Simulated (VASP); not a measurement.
Here is the system:

```
GaP
1.0
    3.83985     0.00000     0.00000
   -1.91992     3.32541     0.00000
    0.00000     0.00000     6.32896
Ga P
2 2
Direct
  0.66667   0.33333   0.50006
  0.33333   0.66667   0.00006
  0.66667   0.33333   0.87394
  0.33333   0.66667   0.37394
```

Level of theory: r2SCAN meta-GGA, VASP's PBE PAW potentials (set 64) (plane waves; VASP). Settings: 400 eV cut-off, 8×8×4 Γ-centred mesh, tetrahedra with Blöchl corrections, potentials Ga_d P.

The cores are frozen, which limits the accuracy of field gradients.

### Question
Give the principal components of the electric field gradient (V/Å²) and the asymmetry η at each nucleus.

### Answer

| atom | Vxx | Vyy | Vzz | η |
|---|---|---|---|---|
| Ga1 | -1.3 | -1.3 | 2.7 | 0.00 |
| Ga2 | -1.3 | -1.3 | 2.7 | 0.00 |
| P3 | -2.2 | -2.2 | 4.5 | 0.00 |
| P4 | -2.2 | -2.2 | 4.5 | 0.00 |

The structure comes from a computed database's GaP entry (P6_3mc); how it stands against other phases isn't given here. It was relaxed first.
